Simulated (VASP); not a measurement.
Output of a VASP run:

File OUTCAR:
```
 ion  position               nearest neighbor table
   1  0.500  0.832  0.166-   5 2.91   5 2.91   6 2.93   6 2.93   2 3.19   2 3.32   2 3.33   4 3.58
                             4 3.58   3 3.59   3 3.59   3 3.66   4 3.68   4 3.68   3 3.71
   2  0.500  0.168  0.834-   6 2.91   6 2.91   5 2.93   5 2.93   1 3.19   1 3.32   1 3.33   3 3.58
                             3 3.58   4 3.59   4 3.59   4 3.66   3 3.68   3 3.68   4 3.71
   3  0.168  0.500  0.334-   5 2.91   5 2.91   6 2.93   6 2.93   4 3.19   4 3.32   4 3.33   2 3.58
                             2 3.58   1 3.59   1 3.59   1 3.66   2 3.68   2 3.68   1 3.71
   4  0.832  0.500  0.666-   6 2.91   6 2.91   5 2.93   5 2.93   3 3.19   3 3.32   3 3.33   1 3.58
                             1 3.58   2 3.59   2 3.59   2 3.66   1 3.68   1 3.68   2 3.71
   5  0.001  0.999  0.250-   6 2.91   6 2.91   1 2.91   3 2.91   3 2.91   1 2.91   2 2.93   4 2.93
                             4 2.93   2 2.93
   6  0.999  0.001  0.750-   5 2.91   5 2.91   2 2.91   4 2.91   2 2.91   4 2.91   3 2.93   1 2.93
                             3 2.93   1 2.93
  LATTYP: Found a base centered monoclinic cell.
 ALAT       =     8.8885460000
 B/A-ratio  =     0.7648645797
 C/A-ratio  =     0.6544809356
 COS(beta)  =    -0.6448348714
 Subroutine PRICEL returns:
 Original cell was already a primitive cell.
 Subroutine GETGRP returns: Found  4 space group operations
The static configuration has the point symmetry S_2 .
 The point group associated with its full space group is C_2h.
The dynamic configuration has the point symmetry S_2 .
 Subroutine INISYM returns: Found  4 space group operations
 Subroutine IBZKPT returns following result:
 Found     39 irreducible k-points:

 Following reciprocal coordinates:
            Coordinates               Weight
  0.000000  0.000000  0.000000      1.000000
  0.200000  0.000000 -0.000000      4.000000
  0.400000  0.000000 -0.000000      4.000000
  0.200000  0.200000 -0.000000      2.000000
  0.400000  0.200000  0.000000      4.000000
 -0.400000  0.200000  0.000000      4.000000
 -0.200000  0.200000  0.000000      2.000000
  0.400000  0.400000 -0.000000      2.000000
 -0.400000  0.400000  0.000000      2.000000
  0.000000  0.000000  0.200000      2.000000
  0.200000  0.000000  0.200000      4.000000
  0.400000  0.000000  0.200000      4.000000
 -0.400000 -0.000000  0.200000      4.000000
 -0.200000  0.000000  0.200000      4.000000
  0.200000  0.200000  0.200000      2.000000
  0.400000  0.200000  0.200000      4.000000
 -0.400000  0.200000  0.200000      4.000000
 -0.200000  0.200000  0.200000      4.000000
  0.400000  0.400000  0.200000      2.000000
 -0.400000  0.400000  0.200000      4.000000
 -0.200000  0.400000  0.200000      4.000000
 -0.400000 -0.400000  0.200000      2.000000
 -0.200000 -0.400000  0.200000      4.000000
 -0.200000 -0.200000  0.200000      2.000000
  0.000000  0.000000  0.400000      2.000000
  0.200000  0.000000  0.400000      4.000000
  0.400000  0.000000  0.400000      4.000000
 -0.400000 -0.000000  0.400000      4.000000
 -0.200000  0.000000  0.400000      4.000000
  0.200000  0.200000  0.400000      2.000000
  0.400000  0.200000  0.400000      4.000000
 -0.400000  0.200000  0.400000      4.000000
 -0.200000  0.200000  0.400000      4.000000
  0.400000  0.400000  0.400000      2.000000
 -0.400000  0.400000  0.400000      4.000000
 -0.200000  0.400000  0.400000      4.000000
 -0.400000 -0.400000  0.400000      2.000000
 -0.200000 -0.400000  0.400000      4.000000
 -0.200000 -0.200000  0.400000      2.000000
   k-points           NKPTS =     39   k-points in BZ     NKDIM =     39   number of bands    NBANDS=     43
   number of dos      NEDOS =    301   number of ions     NIONS =      6
   total plane-waves  NPLWV =  36864
   dimension x,y,z NGX =    32 NGY =   32 NGZ =   36
   dimension x,y,z NGXF=    64 NGYF=   64 NGZF=   72
   ions per type =               4   2
   PREC   = accura    normal or accurate (medium, high low for compatibility)
   ISTART =      0    job   : 0-new  1-cont  2-samecut
   ICHARG =      2    charge: 1-file 2-atom 10-const
   ISPIN  =      1    spin polarized calculation?
   LNONCOLLINEAR =      F non collinear calculations
...
```

OSZICAR:
```
       N       E                     dE             d eps       ncg     rms          rms(c)
DAV:   1     0.323805623926E+03    0.32381E+03   -0.28492E+04  3354   0.105E+03
DAV:   2    -0.158433775801E+02   -0.33965E+03   -0.33190E+03  3524   0.284E+02
DAV:   3    -0.261581453808E+02   -0.10315E+02   -0.10177E+02  3828   0.451E+01
DAV:   4    -0.262533192130E+02   -0.95174E-01   -0.95069E-01  3562   0.423E+00
DAV:   5    -0.262545953821E+02   -0.12762E-02   -0.12761E-02  3604   0.541E-01    0.104E+01
DAV:   6    -0.257268844019E+02    0.52771E+00   -0.83638E-01  3495   0.518E+00    0.693E+00
DAV:   7    -0.256242921827E+02    0.10259E+00   -0.58733E-01  3561   0.424E+00    0.209E+00
DAV:   8    -0.256069978530E+02    0.17294E-01   -0.12163E-01  3725   0.174E+00    0.992E-01
DAV:   9    -0.256020930319E+02    0.49048E-02   -0.20472E-02  3523   0.886E-01    0.826E-02
DAV:  10    -0.256020736977E+02    0.19334E-04   -0.48917E-04  3544   0.120E-01    0.317E-02
DAV:  11    -0.256020676865E+02    0.60112E-05   -0.35225E-05  3588   0.303E-02    0.558E-03
DAV:  12    -0.256020673310E+02    0.35549E-06   -0.24499E-06  2425   0.970E-03
   1 F= -.25602067E+02 E0= -.25583802E+02  d E =-.365309E-01
```

**OUTCAR**
```
------------------------ aborting loop because EDIFF is reached ----------------------------------------
  FORCE on cell =-STRESS in cart. coord.  units (eV):
  Direction    XX          YY          ZZ          XY          YZ          ZX
  --------------------------------------------------------------------------------------
  Total       -4.3235480     -4.2714441     -4.1365887      0.0000000      0.0000000     -0.0282950
  in kB      -51.5621281    -50.9407429    -49.3324724      0.0000000      0.0000000     -0.3374423
  external PRESSURE =     -50.6117811 kB  Pullay stress =       0.0000000 kB
  volume of cell :      134.34
      direct lattice vectors                 reciprocal lattice vectors
     4.444273000 -3.399267000  0.000000000     0.112504340 -0.147090535  0.094916448
     4.444273000  3.399267000  0.000000000     0.112504340  0.147090535  0.094916448
    -3.751252000  0.000000000  4.446354000     0.000000000  0.000000000  0.224903370
 POSITION                                       TOTAL-FORCE (eV/Angst)
 -----------------------------------------------------------------------------------
      5.29612      1.12917      0.74005         0.061488      0.078286      0.047415
     -0.15883     -1.12917      3.70630        -0.061488     -0.078286     -0.047415
      1.71680      1.12917      1.48313        -0.061488      0.078286     -0.047415
      3.42050     -1.12917      2.96323         0.061488     -0.078286      0.047415
      3.50646      3.39383      1.11159        -0.000000     -0.004477      0.000000
      1.63083     -3.39383      3.33477        -0.000000      0.004477     -0.000000
 -----------------------------------------------------------------------------------
    total drift:                                0.000000     -0.000000      0.000000
  FREE ENERGIE OF THE ION-ELECTRON SYSTEM (eV)
  ---------------------------------------------------
  free  energy   TOTEN  =       -25.6020673310 eV

  energy  without entropy=      -25.5655364323  energy(sigma->0) =      -25.58380188
```
(Selected blocks of OUTCAR.)

**POSCAR**
```
Tl2Pd
1
    4.4442730000    -3.3992670000     0.0000000000
    4.4442730000     3.3992670000     0.0000000000
   -3.7512520000     0.0000000000     4.4463540000
Tl Pd
4 2
Direct
  0.4999900000   0.8321700000   0.1664400000
  0.5000100000   0.1678300000   0.8335600000
  0.1678300000   0.5000100000   0.3335600000
  0.8321700000   0.4999900000   0.6664400000
  0.0008000000   0.9992000000   0.2500000000
  0.9992000000   0.0008000000   0.7500000000
```

Question: Write an INCAR and KPOINTS that could have produced this output.

Answer: One answer among several that fit: the input of the run itself, LDA (Ceperley-Alder, Perdew-Zunger), plane waves, VASP's LDA PAW potentials (set 64).

File KPOINTS:
```
Automatic mesh
0
Gamma
5 5 5
0 0 0
```

INCAR:
```
ALGO=Normal
EDIFF=1E-6
ENCUT=300
ISIF=2
ISMEAR=0
LASPH=.TRUE.
LCHARG=.FALSE.
LMAXMIX=4
LREAL=.FALSE.
LWAVE=.FALSE.
NELM=100
PREC=Accurate
SIGMA=0.136
SYSTEM=Tl2Pd
```

POTCAR, in this order: Tl_d Pd (LDA.64 set). Program: vasp_std.

At this cut-off the stress carries a Pulay error, which pulls relaxed volumes low.

The structure comes from a computed database's Tl2Pd entry; how it stands against other phases isn't given here. The cell was not relaxed at this level. The run is one of a series of settings (KPOINTS 5×5×5 Γ-centred mesh against the base run), some of them coarse on purpose.
